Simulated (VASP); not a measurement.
These are PBEsol GGA, VASP's PBE PAW potentials (set 64) (plane waves; VASP) values and carry that method's errors.

VASP ran on this input.

**INCAR**
```
SYSTEM = PtS2
PREC = Accurate
ENCUT = 480
EDIFF = 1E-7
NELM = 100
ALGO = Normal
LREAL = .FALSE.
LASPH = .TRUE.
ISMEAR = 0
SIGMA = 0.05
GGA = PS
LMAXMIX = 6
LWAVE = .FALSE.
LCHARG = .FALSE.
ISIF = 3
IBRION = 2
NSW = 40
EDIFFG = -0.01
PSTRESS = 150
```

### POSCAR
```
PtS2
1
    1.7829133278    -3.0880965414    -0.0000000000
    1.7829133278     3.0880965414     0.0000000000
    0.0000000000     0.0000000000     4.8232578607
Pt S
1 2
Direct
  1.0000000000   0.0000000000   0.0000000000
  0.3333330000   0.6666670000   0.2483770636
  0.6666670000   0.3333330000   0.7516229364
```

### KPOINTS
```
K-points
0
gamma
 8 8 4
0 0 0
```

POTCAR, in this order: Pt S (PBE.64 set). Program: vasp_std.

Energy and stress use the plane-wave basis of the starting cell. Without a dispersion term in the relaxation, distances and binding between the weakly bound layers, chains or molecules are unreliable, and so is what depends on them. Unless said otherwise, spin-orbit coupling is left out, though it shifts the bands of the heavy elements here.

Problem. Predict the energy per atom (σ→0), volume per atom, band gap (on the k-mesh).

Solution. 
| Property | Value |
|---|---|
| energy per atom (σ→0) | -5.572 eV/atom |
| band gap (on the k-mesh) | none (metal, semimetal or under 0.01 eV) |
| volume per atom | 14.71 Å^3/atom |

**OSZICAR**
```
...
DAV:   2    -0.167182646050E+02    0.78313E-03   -0.33360E-03  1183   0.624E-01    0.155E-01
DAV:   3    -0.167181203684E+02    0.14424E-03   -0.28650E-04  1183   0.172E-01    0.692E-02
DAV:   4    -0.167180839360E+02    0.36432E-04   -0.18610E-04  1141   0.940E-02    0.248E-02
DAV:   5    -0.167180826368E+02    0.12993E-05   -0.63250E-06  1246   0.224E-02    0.158E-02
DAV:   6    -0.167180814973E+02    0.11394E-05   -0.19054E-06  1267   0.115E-02    0.330E-03
DAV:   7    -0.167180813035E+02    0.19386E-06   -0.10949E-07   728   0.359E-03    0.112E-03
DAV:   8    -0.167180812907E+02    0.12808E-07   -0.25866E-08   546   0.151E-03
  14 F= -.12587129E+02 E0= -.12586536E+02  d E =-.484659E-04
```

The compound is PtS2 in the 1T layered structure. This run relaxes it under an external pressure of 15 GPa. Symmetry was kept, so distortions that lower it aren't found. The k-mesh is coarse (spacing up to 0.38 per Å, 2π included), so the numbers may not be converged in it.
